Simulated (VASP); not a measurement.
These are PW91 GGA, VASP's PBE PAW potentials (set 64) (plane waves; VASP) values and carry that method's errors.

VASP ran on this input.

### KPOINTS
```
Automatic
0
gamma
4 4 4
```

POSCAR:
```
CsSnI3
1
    6.1746572530     0.0000000000     0.0000000000
    0.0000000000     6.1746572530     0.0000000000
    0.0000000000     0.0000000000     6.1746572530
Cs Sn I
1 1 3
Direct
  0.0000000000   0.0000000000   0.0000000000
  0.5000000000   0.5000000000   0.5000000000
  0.5000000000   0.0000000000   0.5000000000
  0.0000000000   0.5000000000   0.5000000000
  0.5000000000   0.5000000000   0.0000000000
```

INCAR:
```
SYSTEM = CsSnI3
PREC = Accurate
ENCUT = 520
EDIFF = 1E-7
NELM = 100
ALGO = Normal
LREAL = .FALSE.
LASPH = .TRUE.
ISMEAR = 0
SIGMA = 0.05
GGA = 91
LMAXMIX = 4
LWAVE = .FALSE.
LCHARG = .FALSE.
ISIF = 2
```

POTCAR, in this order: Cs_sv Sn_d I (PBE.64 set). Program: vasp_std.

The run wrote:

**OUTCAR**
```
 ion  position               nearest neighbor table
   1  0.000  0.000  0.000-
   2  0.500  0.500  0.500-   3 3.09   4 3.09   5 3.09   5 3.09   3 3.09   4 3.09
   3  0.500  0.000  0.500-   2 3.09   2 3.09
   4  0.000  0.500  0.500-   2 3.09   2 3.09
   5  0.500  0.500  0.000-   2 3.09   2 3.09
  LATTYP: Found a simple cubic cell.
 ALAT       =     6.1746572530
 Subroutine PRICEL returns:
 Original cell was already a primitive cell.
 Subroutine GETGRP returns: Found 48 space group operations
The static configuration has the point symmetry O_h .
The dynamic configuration has the point symmetry O_h .
 Subroutine INISYM returns: Found 48 space group operations
 Subroutine IBZKPT returns following result:
 Found     10 irreducible k-points:

 Following reciprocal coordinates:
            Coordinates               Weight
  0.000000  0.000000  0.000000      1.000000
  0.250000  0.000000  0.000000      6.000000
  0.500000  0.000000  0.000000      3.000000
  0.250000  0.250000  0.000000     12.000000
  0.500000  0.250000  0.000000     12.000000
  0.500000  0.500000  0.000000      3.000000
  0.250000  0.250000  0.250000      8.000000
  0.500000  0.250000  0.250000     12.000000
  0.500000  0.500000  0.250000      6.000000
  0.500000  0.500000  0.500000      1.000000
   k-points           NKPTS =     10   k-points in BZ     NKDIM =     10   number of bands    NBANDS=     26
   number of dos      NEDOS =    301   number of ions     NIONS =      5
   total plane-waves  NPLWV = 110592
   dimension x,y,z NGX =    48 NGY =   48 NGZ =   48
   dimension x,y,z NGXF=    96 NGYF=   96 NGZF=   96
   ions per type =               1   1   3
   PREC   = accura    normal or accurate (medium, high low for compatibility)
   ISTART =      0    job   : 0-new  1-cont  2-samecut
   ICHARG =      2    charge: 1-file 2-atom 10-const
   ISPIN  =      1    spin polarized calculation?
   LNONCOLLINEAR =      F non collinear calculations
   LSORBIT =      F    spin-orbit coupling
   INIWAV =      1    electr: 0-lowe 1-rand  2-diag
   ENCUT  =  520.0 eV  38.22 Ry    6.18 a.u.  11.48 11.48 11.48*2*pi/ulx,y,z
   NELM   =    100;   NELMIN=  2; NELMDL= -5     # of ELM steps
   EDIFF  = 0.1E-06   stopping-criterion for ELM
   LREAL  =      F    real-space projection
   NLSPLINE    = F    spline interpolate recip. space projectors
   LMAXMIX     =    4 max onsite mixed and CHGCAR
   VOSKOWN=      0    Vosko Wilk Nusair interpolation
   EDIFFG = 0.1E-05   stopping-criterion for IOM
   NSW    =      0    number of steps for IOM
   NBLOCK =      1;   KBLOCK =      1    inner block; outer block
   IBRION =     -1    ionic relax: 0-MD 1-quasi-New 2-CG
   NFREE  =      0    steps in history (QN), initial steepest desc. (CG)
   ISIF   =      2    stress and relaxation
   ISYM   =      2    0-nonsym 1-usesym 2-fastsym
   TEIN   =    0.0    initial temperature
   TEBEG  =    0.0;   TEEND  =   0.0 temperature during run
   SMASS  =  -3.00    Nose mass-parameter (am)
   PSTRESS=    0.0 pullay stress
   NELECT =      44.0000    total number of electrons
   EFERMI =   0.00;   METHOD = LEGACY
   ISMEAR =     0;   SIGMA  =   0.05  broadening in eV -4-tet -1-fermi 0-gaus
   IALGO  =     38    algorithm
   LDIAG  =      T    sub-space diagonalisation (order eigenvalues)
   IMIX   =      4    mixing-type and parameters
     AMIX     =   0.40;   BMIX     =  1.00
     AMIX_MAG =   1.60;   BMIX_MAG =  1.00
     AMIN     =   0.10
   GGA     = 91    functional components
   VOSKOWN =     0    Vosko Wilk Nusair interpolation
   LHFCALC =     F    Hartree Fock is set to
   LHFONE  =     F    Hartree Fock one center treatment
   AEXX    =    0.0000 exact exchange contribution
   IVDW    =     0    specifies the selected vdW correction
...
```

File OSZICAR:
```
       N       E                     dE             d eps       ncg     rms          rms(c)
DAV:   1     0.355692338556E+03    0.35569E+03   -0.18325E+04   520   0.154E+03
DAV:   2     0.292963107969E+02   -0.32640E+03   -0.31876E+03   622   0.307E+02
DAV:   3    -0.124977331131E+02   -0.41794E+02   -0.41543E+02   602   0.123E+02
DAV:   4    -0.142455241721E+02   -0.17478E+01   -0.17362E+01   660   0.294E+01
DAV:   5    -0.142975834619E+02   -0.52059E-01   -0.52038E-01   816   0.477E+00    0.424E+00
DAV:   6    -0.140651800416E+02    0.23240E+00   -0.42707E-01   678   0.394E+00    0.285E+00
DAV:   7    -0.140456828812E+02    0.19497E-01   -0.30875E-01   664   0.259E+00    0.952E-01
DAV:   8    -0.140489700073E+02   -0.32871E-02   -0.45112E-02   618   0.154E+00    0.279E-01
DAV:   9    -0.140491535089E+02   -0.18350E-03   -0.31906E-03   658   0.455E-01    0.111E-01
DAV:  10    -0.140494101750E+02   -0.25667E-03   -0.55014E-04   656   0.126E-01    0.495E-02
DAV:  11    -0.140494782155E+02   -0.68041E-04   -0.31293E-04   660   0.130E-01    0.314E-02
DAV:  12    -0.140494801956E+02   -0.19801E-05   -0.27826E-05   610   0.291E-02    0.248E-02
DAV:  13    -0.140494793126E+02    0.88298E-06   -0.21182E-06   682   0.962E-03    0.104E-02
DAV:  14    -0.140494788281E+02    0.48455E-06   -0.16234E-06   688   0.101E-02    0.194E-03
DAV:  15    -0.140494788990E+02   -0.70918E-07   -0.38272E-07   534   0.442E-03
   1 F= -.14049479E+02 E0= -.14049475E+02  d E =-.873710E-05
```

OUTCAR:
```
------------------------ aborting loop because EDIFF is reached ----------------------------------------
  FORCE on cell =-STRESS in cart. coord.  units (eV):
  Direction    XX          YY          ZZ          XY          YZ          ZX
  --------------------------------------------------------------------------------------
  Total        1.5905766      1.5905766      1.5905766      0.0000000      0.0000000     -0.0000000
  in kB       10.8249678     10.8249678     10.8249678      0.0000000      0.0000000     -0.0000000
  external PRESSURE =      10.8249678 kB  Pullay stress =       0.0000000 kB
  volume of cell :      235.42
      direct lattice vectors                 reciprocal lattice vectors
     6.174657253  0.000000000  0.000000000     0.161952309  0.000000000  0.000000000
     0.000000000  6.174657253  0.000000000     0.000000000  0.161952309  0.000000000
     0.000000000  0.000000000  6.174657253     0.000000000  0.000000000  0.161952309
 POSITION                                       TOTAL-FORCE (eV/Angst)
 -----------------------------------------------------------------------------------
      0.00000      0.00000      0.00000         0.000000      0.000000      0.000000
      3.08733      3.08733      3.08733         0.000000      0.000000      0.000000
      3.08733      0.00000      3.08733         0.000000      0.000000      0.000000
      0.00000      3.08733      3.08733         0.000000      0.000000      0.000000
      3.08733      3.08733      0.00000         0.000000      0.000000      0.000000
 -----------------------------------------------------------------------------------
    total drift:                                0.000000     -0.000000     -0.000000
  FREE ENERGIE OF THE ION-ELECTRON SYSTEM (eV)
  ---------------------------------------------------
  free  energy   TOTEN  =       -14.0494788990 eV

  energy  without entropy=      -14.0494701619  energy(sigma->0) =      -14.04947453
```
(Selected blocks of OUTCAR.)

The compound is CsSnI3 in the cubic perovskite structure, the ideal cubic form; the compound distorts at low or room temperature. This cell is one point of a volume scan, at 0.97 of the reference volume.
